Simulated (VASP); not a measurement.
```yaml
crystal:
  lattice:
    - [-3.12771, 3.12771, 3.12771]
    - [3.12771, -3.12771, 3.12771]
    - [3.12771, 3.12771, -3.12771]
  atoms:
    - { symbol: Cs, position: [0.00000, 0.00000, 0.00000] }
```

These are r2SCAN meta-GGA, VASP's PBE PAW potentials (set 64) (plane waves; VASP) values and carry that method's errors. Numerical set-up: 480 eV cut-off, 8×8×8 Γ-centred mesh, first-order Methfessel-Paxton smearing of 0.10 eV, potentials Cs_sv.

Unless said otherwise, spin-orbit coupling is left out, though it shifts the bands of the heavy elements here.

**Question.** Predict the energy per atom (σ→0), band gap (on the k-mesh) with the smallest direct gap where there is one.

**Answer.** 
The band gap (on the k-mesh) is none (metal, semimetal or under 0.01 eV) and the energy per atom (σ→0) is -25.012 eV/atom.

Total energies compare only between runs with the same potentials, cut-off and functional.

The compound is Cs in the bcc structure. It was relaxed first, which changed the volume by +8 %.
